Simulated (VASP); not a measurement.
# Cs2AgBiBr6: input slips in a band-gap run and what they do, part 2 of 2

Some runs for the gap of Cs2AgBiBr6 get a fault in the input on purpose. Which of them show, and how? The starting structure is a measured crystal structure from the Crystallography Open Database. Cell and atoms stay as given unless a step says otherwise.

VASP 6.6.1.

Results so far: reference 1.109 eV; a k mesh far too coarse and no band path 2.573 eV.

## 5. Bands with a cutoff far too low

Level of this step: LDA; plane waves and PAW (Bi_d, Cs_sv, Ag, Br) (VASP).

A slip made on purpose: a cutoff far too low. Against step 2 the input has ENCUT = 110 (also changed: NELM).

The input, INCAR:

```
SYSTEM = Cs2AgBiBr6
PREC = Accurate
ENCUT = 110
EDIFF = 1E-06
NELM = 60
ISMEAR = 0
SIGMA = 0.03
LREAL = .FALSE.
ALGO = Normal
GGA = CA
NBANDS = 67
LORBIT = 11
LWAVE = .FALSE.
LCHARG = .FALSE.
KPAR = 8
LASPH = .TRUE.
```

The input, POSCAR:

```
Cs2AgBiBr6
1.0
    0.0000000000      5.6161000000      5.6161000000
    5.6161000000      0.0000000000      5.6161000000
    5.6161000000      5.6161000000      0.0000000000
Bi Cs Ag Br
1 2 1 6
Direct
    0.0000000000      0.0000000000      0.0000000000
    0.7500000000      0.7500000000      0.7500000000
    0.2500000000      0.2500000000      0.2500000000
    0.5000000000      0.5000000000      0.5000000000
    0.7494500000      0.7494500000      0.2505500000
    0.2505500000      0.2505500000      0.7494500000
    0.7494500000      0.2505500000      0.2505500000
    0.7494500000      0.2505500000      0.7494500000
    0.2505500000      0.7494500000      0.7494500000
    0.2505500000      0.7494500000      0.2505500000
```

The input, KPOINTS:

```
Automatic mesh
0
Gamma
4 4 4
0 0 0
```

The input, KPOINTS_OPT:

```
Line mode
8
Line-mode
Reciprocal
  0.00000000   0.00000000   0.00000000 GAMMA
  0.50000000   0.00000000   0.50000000 X

  0.50000000   0.00000000   0.50000000 X
  0.50000000   0.25000000   0.75000000 W

  0.50000000   0.25000000   0.75000000 W
  0.37500000   0.37500000   0.75000000 K

  0.37500000   0.37500000   0.75000000 K
  0.00000000   0.00000000   0.00000000 GAMMA

  0.00000000   0.00000000   0.00000000 GAMMA
  0.50000000   0.50000000   0.50000000 L

  0.50000000   0.50000000   0.50000000 L
  0.62500000   0.25000000   0.62500000 U

  0.62500000   0.25000000   0.62500000 U
  0.50000000   0.25000000   0.75000000 W

  0.50000000   0.25000000   0.75000000 W
  0.50000000   0.50000000   0.50000000 L

  0.50000000   0.50000000   0.50000000 L
  0.37500000   0.37500000   0.75000000 K

  0.62500000   0.25000000   0.62500000 U
  0.50000000   0.00000000   0.50000000 X
```

PAW data sets: Bi_d, Cs_sv, Ag and Br (LDA family, release 64).

On the command line:

```bash
$ mpirun -np 8 vasp_std
```

What it wrote:

```text
[banner, memory and clock lines left out]
running    8 mpi-ranks, on    1 nodes
[...]
[... a notice as in an earlier step ...]

 LDA part: xc-table for (Slater(with rela. corr.)+CA(PZ))
 , standard interpolation
 POSCAR, INCAR and KPOINTS ok, starting setup
[...]
entering main loop
       N       E                     dE             d eps       ncg     rms          rms(c)
DAV:   1     0.281318675207E+03    0.28132E+03   -0.15697E+04  1256   0.318E+02
DAV:   2     0.353138938939E+02   -0.24600E+03   -0.23958E+03  1344   0.125E+02
DAV:   3     0.249199268013E+02   -0.10394E+02   -0.10319E+02  1304   0.261E+01
DAV:   4     0.248470578703E+02   -0.72869E-01   -0.72786E-01  1296   0.226E+00
[...]
DAV:  12     0.569302782334E+02    0.30768E-04   -0.17834E-04  1288   0.367E-02    0.309E-02
DAV:  13     0.569302824579E+02    0.42245E-05   -0.27738E-05  1293   0.151E-02    0.551E-03
DAV:  14     0.569302820003E+02   -0.45765E-06   -0.13878E-06  1016   0.314E-03
   1 F= 0.56930282E+02 E0= 0.56930282E+02  d E =-.543423E-13
 Start KPOINTS_OPT (optional k-point list driver)
k-point batch [1-8\80]
       N       E                     dE             ncg
DAV:   1    -0.294039397043E+04   -0.60526E+04     1360
DAV:   2    -0.491772851855E+04   -0.19773E+04     1352
DAV:   3    -0.500474192680E+04   -0.87013E+02     1256
DAV:   4    -0.500527822290E+04   -0.53630E+00     1320
DAV:   5    -0.500528266386E+04   -0.44410E-02     1250
DAV:   6    -0.500528272171E+04   -0.57846E-04     1336
DAV:   7    -0.500528272267E+04   -0.96078E-06      991
[...]
k-point batch [73-80\80]
       N       E                     dE             ncg
DAV:   1    -0.300325963852E+04   -0.86480E+04     1360
DAV:   2    -0.497315170637E+04   -0.19699E+04     1344
DAV:   3    -0.505689661279E+04   -0.83745E+02     1304
DAV:   4    -0.505741449089E+04   -0.51788E+00     1320
DAV:   5    -0.505741817566E+04   -0.36848E-02     1360
DAV:   6    -0.505741821346E+04   -0.37798E-04     1344
DAV:   7    -0.505741821397E+04   -0.50797E-06     1064
```

The job ended after 37 s (8 MPI ranks of AMD EPYC 7R43, shared host; peak memory 1.2 GiB).

From OUTCAR (step 5):

```text
  Total     -582.0198786   -582.0198786   -582.0198786      0.0000000      0.0000000      0.0000000
  in kB    -2632.1698373  -2632.1698373  -2632.1698373      0.0000000      0.0000000      0.0000000
  external PRESSURE =   -2632.1698373 kB  Pullay stress =       0.0000000 kB

 POSITION                                       TOTAL-FORCE (eV/Angst)
 -----------------------------------------------------------------------------------
      0.00000      0.00000      0.00000        -0.000000     -0.000000      0.000000
      8.42415      8.42415      8.42415        -0.000000     -0.000000      0.000000
      2.80805      2.80805      2.80805        -0.000000     -0.000000     -0.000000
      5.61610      5.61610      5.61610        -0.000000     -0.000000     -0.000000
      5.61610      5.61610      8.41797        -0.000000     -0.000000      0.099852
      5.61610      5.61610      2.81423        -0.000000     -0.000000     -0.099852
      2.81423      5.61610      5.61610        -0.099852     -0.000000      0.000000
      5.61610      8.41797      5.61610        -0.000000      0.099852      0.000000
      8.41797      5.61610      5.61610         0.099852     -0.000000      0.000000
      5.61610      2.81423      5.61610        -0.000000     -0.099852      0.000000
 -----------------------------------------------------------------------------------
    total drift:                               -0.000000     -0.000000      0.000000

  FREE ENERGIE OF THE ION-ELECTRON SYSTEM (eV)
  ---------------------------------------------------
  free  energy   TOTEN  =        56.9302820003 eV

  energy  without entropy=       56.9302820003  energy(sigma->0) =       56.93028200

[... 1 part as in an earlier step ...]

[... 2 further parts left out ...]
[key lines of the parts left out:]
E-fermi :   0.7264
```

With a cutoff far too low the gap is 0.546 eV, -0.563 eV from the reference.

## 6. Bands with one electron missing

A slip made on purpose: one electron missing. Against step 2 the input has NELECT = 85 (also changed: NELM).

Edit INCAR of step 5 so:

```diff
@@ -2,3 +2,3 @@
 PREC = Accurate
-ENCUT = 110
+ENCUT = 350
 EDIFF = 1E-06
@@ -16 +16,2 @@
 LASPH = .TRUE.
+NELECT = 85
```

POSCAR is that of step 5.

KPOINTS is that of step 5.

KPOINTS_OPT is that of step 5.

On the command line:

```bash
$ mpirun -np 8 vasp_std
```

What it wrote:

```text
[... set-up lines as in an earlier step ...]
 entering main loop
       N       E                     dE             d eps       ncg     rms          rms(c)
DAV:   1     0.542691273664E+03    0.54269E+03   -0.28355E+04  1112   0.813E+02
DAV:   2     0.197645400278E+02   -0.52293E+03   -0.49992E+03  1303   0.218E+02
DAV:   3    -0.351225817891E+02   -0.54887E+02   -0.54327E+02  1320   0.824E+01
DAV:   4    -0.365934116152E+02   -0.14708E+01   -0.14677E+01  1309   0.166E+01
DAV:   5    -0.366348072815E+02   -0.41396E-01   -0.41387E-01  1552   0.249E+00BRMIX: very serious problems
 the old and the new charge density differ
 old charge density:    86.00000 new   85.00000
BRMIX: very serious problems
 the old and the new charge density differ
 old charge density:    86.00000 new   85.00000
BRMIX: very serious problems
 the old and the new charge density differ
 old charge density:    86.00000 new   85.00000
BRMIX: very serious problems
 the old and the new charge density differ
 old charge density:    86.00000 new   85.00000
BRMIX: very serious problems
 the old and the new charge density differ
[...]
1 F= -.34852082E+02 E0= -.34851373E+02  d E =-.141718E-02
 Start KPOINTS_OPT (optional k-point list driver)
k-point batch [1-8\80]
       N       E                     dE             ncg
DAV:   1    -0.339849107646E+03   -0.56614E+04     1096
DAV:   2    -0.449711817441E+04   -0.41573E+04     1301
DAV:   3    -0.492301664313E+04   -0.42590E+03     1272
DAV:   4    -0.493370989268E+04   -0.10693E+02     1285
DAV:   5    -0.493400850910E+04   -0.29862E+00     1541
DAV:   6    -0.493401391782E+04   -0.54087E-02     1320
DAV:   7    -0.493401426222E+04   -0.34440E-03     1632
DAV:   8    -0.493401426574E+04   -0.35254E-05     1128
DAV:   9    -0.493401426589E+04   -0.15040E-06      888
[...]
k-point batch [73-80\80]
       N       E                     dE             ncg
DAV:   1    -0.298569335381E+03   -0.10675E+05     1104
DAV:   2    -0.450263244502E+04   -0.42041E+04     1273
DAV:   3    -0.494194838618E+04   -0.43932E+03     1336
DAV:   4    -0.495315269330E+04   -0.11204E+02     1344
DAV:   5    -0.495343287802E+04   -0.28018E+00     1504
DAV:   6    -0.495343998068E+04   -0.71027E-02     1368
DAV:   7    -0.495344051992E+04   -0.53923E-03     1680
DAV:   8    -0.495344052179E+04   -0.18725E-05     1232
DAV:   9    -0.495344052184E+04   -0.48445E-07      976
```

Run time: 3.2 min. Hardware: 8 MPI ranks; peak memory 3 GiB; 24 min of CPU time.

Parts of OUTCAR (step 6):

```text
  Total      -13.3728036    -13.3728036    -13.3728036      0.0000000     -0.0000000      0.0000000
  in kB      -60.4781583    -60.4781583    -60.4781583      0.0000000     -0.0000000      0.0000000
  external PRESSURE =     -60.4781583 kB  Pullay stress =       0.0000000 kB

 POSITION                                       TOTAL-FORCE (eV/Angst)
 -----------------------------------------------------------------------------------
      0.00000      0.00000      0.00000        -0.000000      0.000000      0.000000
      8.42415      8.42415      8.42415        -0.000000      0.000000      0.000000
      2.80805      2.80805      2.80805        -0.000000     -0.000000     -0.000000
      5.61610      5.61610      5.61610        -0.000000      0.000000      0.000000
      5.61610      5.61610      8.41797        -0.000000      0.000000     -0.215779
      5.61610      5.61610      2.81423        -0.000000      0.000000      0.215779
      2.81423      5.61610      5.61610         0.215779      0.000000      0.000000
      5.61610      8.41797      5.61610        -0.000000     -0.215779      0.000000
      8.41797      5.61610      5.61610        -0.215779      0.000000      0.000000
      5.61610      2.81423      5.61610        -0.000000      0.215779      0.000000
 -----------------------------------------------------------------------------------
    total drift:                               -0.000000     -0.000000     -0.000000

  FREE ENERGIE OF THE ION-ELECTRON SYSTEM (eV)
  ---------------------------------------------------
  free  energy   TOTEN  =       -34.8520820438 eV

  energy  without entropy=      -34.8506648589  energy(sigma->0) =      -34.85137345

[... 2 parts as in an earlier step ...]

[... 1 further part left out ...]
[key lines of the parts left out:]
E-fermi :   0.3303
```

With one electron missing there is no gap to read, since by its occupations the run counts as a metal (its levels may still leave one).

## 7. Comparison

```tsv
run	ended	gap (eV)	change (eV)	core minutes
reference	converged	1.109	-	24.0
a hybrid's name typed into the meta-GGA tag	stopped by VASP	-	-	0.933
a k mesh far too coarse and no band path	converged	2.573	1.464	0.96
a cutoff far too low	converged	0.546	-0.563	4.93
one electron missing	converged	none	-	25.5
```

Core minutes are wall time times ranks of the run shown, on a shared host.

## 8. What came out

| Item | Value |
| --- | --- |
| reference gap | 1.109 eV |
| gap with a k mesh far too coarse and no band path | 2.573 eV |
| gap with a cutoff far too low | 0.546 eV |
| gap with one electron missing | none to read from the occupations |
| run with a hybrid's name typed into the meta-GGA tag | stopped by VASP |

In words: VASP stopped by itself in the run with a hybrid's name typed into the meta-GGA tag. Finished, but with signs in the output that stand out against the reference: a k mesh far too coarse and no band path, with the gap changed by +1.46 eV (signs: a stress of up to 2.5 GPa and forces of up to 0.52 eV/Å); a cutoff far too low, with the gap changed by -0.56 eV (signs: a stress of up to 263.2 GPa); one electron missing, with no gap to read, since by its occupations the run counts as a metal (its levels may still leave one) (signs: a warning on the charge density and a stress of up to 6.0 GPa). Further runs on this material are not shown.

[Lines on the potential files, build, host, timing and source positions are cut from VASP's logs without a mark.]

[Logs are printed without paths, hosts, clocks, repeated set-up lines and the standing remarks that a program may print on its own settings, such as how far it seeks lower states.]

[Hosts, paths, dates, database ids (printed as entryN), source tags and the programs' standing remarks are cut or masked in the printed files.]
